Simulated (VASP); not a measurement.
Input for VASP

File KPOINTS:
```
Automatic
0
Gamma
6 6 4
0 0 0
```

File POSCAR:
```
AgI
1
    2.3374385631    -4.0485627696     0.0000000000
    2.3374385631     4.0485627696     0.0000000000
    0.0000000000     0.0000000000     7.6357040288
Ag I
2 2
Direct
  0.6666670000   0.3333330000   0.5001138378
  0.3333330000   0.6666670000   0.0001138378
  0.6666670000   0.3333330000   0.8748861622
  0.3333330000   0.6666670000   0.3748861622
```

**INCAR**
```
SYSTEM=AgI
PREC=Accurate; ENCUT=400; LREAL=F
LASPH=T
EDIFF=1E-7; NELM=100; ALGO=Normal
LMAXMIX=4
ISMEAR=-5
GGA=PE
ISIF=2
LWAVE=F; LCHARG=T; LORBIT=11
NEDOS=601
LEFG=T
```

POTCAR, in this order: Ag I (PBE.64 set). Program: vasp_std.

Task: Write an equivalent input for Quantum ESPRESSO's pw.x.

Result: One equivalent input (not run):
```
&CONTROL
  calculation = 'scf'
  pseudo_dir = './pseudo'
  outdir = './out'
  tprnfor = .true.
  tstress = .true.
/
&SYSTEM
  ibrav = 0
  nat = 4
  ntyp = 2
  ecutwfc = 82
  occupations = 'tetrahedra'
  input_dft = 'pbe'
/
&ELECTRONS
  conv_thr = 7.3e-09
  electron_maxstep = 100
/
ATOMIC_SPECIES
  Ag 107.868 Ag.upf
  I 126.904 I.upf
CELL_PARAMETERS angstrom
     2.3374386   -4.0485628    0.0000000
     2.3374386    4.0485628    0.0000000
     0.0000000    0.0000000    7.6357040
ATOMIC_POSITIONS crystal
  Ag   0.6666670  0.3333330  0.5001138
  Ag   0.3333330  0.6666670  0.0001138
  I    0.6666670  0.3333330  0.8748862
  I    0.3333330  0.6666670  0.3748862
K_POINTS automatic
  6 6 4 0 0 0
```
The two are equivalent in intent, not identical: the potentials are each code's own (VASP's PAW set, PseudoDojo norm-conserving files in pw.x), so ENCUT and ecutwfc are chosen apart and not converted; conv_thr bounds pw.x's estimated SCF error, while EDIFF bounds the energy change between steps; the field gradients of LEFG aren't asked of the other code.

The compound is AgI in the wurtzite structure. It was relaxed first, which changed the volume by +5 %.
